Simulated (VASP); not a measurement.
Input:

```
AlNi
1.0
    0.00000     2.64127     2.64127
    2.64127     0.00000     2.64127
    2.64127     2.64127     0.00000
Ni Al
1 1
Cartesian
  0.00000   0.00000   0.00000
  1.32063   1.32063   1.32063
```

Calculation: PBEsol GGA, VASP's PBE PAW potentials (set 64) (plane waves; VASP). Settings: 400 eV cut-off, 13×13×13 Γ-centred mesh, tetrahedra with Blöchl corrections, potentials Ni Al.

What does the run give for the energy per atom (σ→0), band gap (on the k-mesh) with the smallest direct gap where there is one?

| Item | Value |
|---|---|
| band gap (on the k-mesh) | none (metal, semimetal or under 0.01 eV) |
| energy per atom (σ→0) | -4.539 eV/atom |

The structure was generated: NiAl was put into the zinc blende type (F-43m), which need not be its known phase. It was relaxed first, which changed the volume by -19 %. The run is not spin-polarised, so no magnetic state was tried. The electron count is odd and the run is not spin-polarised, which forces a metal.
